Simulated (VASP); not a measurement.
Set up this calculation in VASP 6.6.1, as the native input.

```
Task                   : single point
Functional             : PBE
Potentials or basis    : VASP PAW PBE potentials, release 64 (Al, Li_sv)
Cutoff                 : 520 eV
k mesh                 : 2 × 2 × 2
Occupations            : gaussian, width 0.05 eV
Spin                   : no spin polarisation
Dipole correction      : no
Further INCAR settings : LREAL = Auto; ALGO = Fast; EDIFF = 1e-06; NBANDS = 72
```

The structure of LiAl32 (a cell with a defect) lies in POSCAR:

```
LiAl32
1.0
    8.1000000000      0.0000000000      0.0000000000
    0.0000000000      8.1000000000      0.0000000000
    0.0000000000      0.0000000000      8.1000000000
Al Li
32 1
Direct
    0.5000000000      0.0000000000      0.0000000000
    0.7500000000      0.2500000000      0.0000000000
    0.7500000000      0.0000000000      0.2500000000
    0.0000000000      0.0000000000      0.0000000000
    0.2500000000      0.2500000000      0.0000000000
    0.5000000000      0.5000000000      0.0000000000
    0.7500000000      0.7500000000      0.0000000000
    0.2500000000      0.0000000000      0.2500000000
    0.5000000000      0.2500000000      0.2500000000
    0.7500000000      0.5000000000      0.2500000000
    0.5000000000      0.0000000000      0.5000000000
    0.7500000000      0.2500000000      0.5000000000
    0.7500000000      0.0000000000      0.7500000000
    0.0000000000      0.5000000000      0.0000000000
    0.2500000000      0.7500000000      0.0000000000
    0.0000000000      0.2500000000      0.2500000000
    0.2500000000      0.5000000000      0.2500000000
    0.5000000000      0.7500000000      0.2500000000
    0.0000000000      0.0000000000      0.5000000000
    0.2500000000      0.2500000000      0.5000000000
    0.5000000000      0.5000000000      0.5000000000
    0.7500000000      0.7500000000      0.5000000000
    0.2500000000      0.0000000000      0.7500000000
    0.5000000000      0.2500000000      0.7500000000
    0.7500000000      0.5000000000      0.7500000000
    0.0000000000      0.7500000000      0.2500000000
    0.0000000000      0.5000000000      0.5000000000
    0.2500000000      0.7500000000      0.5000000000
    0.0000000000      0.2500000000      0.7500000000
    0.2500000000      0.5000000000      0.7500000000
    0.5000000000      0.7500000000      0.7500000000
    0.0000000000      0.7500000000      0.7500000000
    0.0009440000      0.7578729000      0.4966382000
```

The cell was built by a generator and needn't be a form met in nature.

These files were run (other wordings do the same):

INCAR

```
  PREC = Accurate
  ENCUT = 520
  EDIFF = 1E-6
  ISMEAR = 0
  SIGMA = 0.05
  LREAL = Auto
  LASPH = T
  NELM = 100
  ALGO = Fast
  ISIF = 2
  LWAVE = F
  LCHARG = T
  GGA = PE
  LELF = T
  LVHAR = T
  NBANDS = 72
```

KPOINTS

```
regular mesh
0
Gamma
  2 2 2
```

Potentials or basis: VASP PAW PBE potentials, release 64 (Al, Li_sv).

The run is started by

```bash
$ cat potpaw_PBE.64/Al/POTCAR potpaw_PBE.64/Li_sv/POTCAR > POTCAR
$ mpirun -np 1 vasp_std > vasp.out
```

It gave:

```json
{
  "Largest force": "3.127 eV/Å",
  "Band gap on the k mesh": "none (metal or under the smearing width)"
}
```

Caveat: the k mesh is coarse (spacing up to 0.39 Å⁻¹), so the values aren't converged.

It took 4.6 min on 1 thread of Intel(R) Xeon(R) 6975P-C (Granite Rapids) (shared host), peak memory 0.57 GiB.
